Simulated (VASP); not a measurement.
Wanted: the native input for a VASP 6.6.1 run.

```
Task                   : single point
Functional             : LDA
Potentials or basis    : VASP PAW LDA potentials, release 64 (Li_sv, Si)
Cutoff                 : 520 eV
k mesh                 : 6 × 6 × 6
Occupations            : fermi-dirac, width 0.1 eV
Spin                   : no spin polarisation
Dipole correction      : no
Further INCAR settings : ALGO = Normal; EDIFF = 1e-07; NBANDS = 19
```

The structure of Li2Si lies in POSCAR:

```
Li2Si
1.0
    2.1709700000      1.2534100000      6.1324300000
   -2.1709700000      1.2534100000      6.1324300000
    0.0000000000     -2.5068200000      6.1324300000
Li Si
4 2
Direct
    0.3590000000      0.3590000000      0.3590000000
    0.6410000000      0.6410000000      0.6410000000
    0.7949500000      0.7949500000      0.7949500000
    0.2050500000      0.2050500000      0.2050500000
    0.0614700000      0.0614700000      0.0614700000
    0.9385300000      0.9385300000      0.9385300000
```

The cell comes from a database or a generator and needn't be the stable form of this composition.

The input as run:

INCAR

```
PREC = Accurate ; ENCUT = 520
EDIFF = 1E-7 ; ISMEAR = -1
SIGMA = 0.1 ; LREAL = F
LASPH = T ; NELM = 100
ALGO = Normal ; ISIF = 2
LWAVE = F ; LCHARG = T
LELF = T ; LVHAR = T
NBANDS = 19
```

KPOINTS

```
Automatic mesh
0
Gamma
  6 6 6
```

Potentials or basis: VASP PAW LDA potentials, release 64 (Li_sv, Si).

The run is started by

```bash
$ cat potpaw_LDA.64/Li_sv/POTCAR potpaw_LDA.64/Si/POTCAR > POTCAR
$ mpirun -np 1 vasp_std > vasp.out
```

Results of the run:

- Largest force: 0.099 eV/Å
- Band gap on the k mesh: none (metal or under the smearing width)

Wall time 67 s on 1 thread of Intel(R) Xeon(R) 6975P-C (Granite Rapids), with other jobs on the host, peak memory 0.27 GiB.
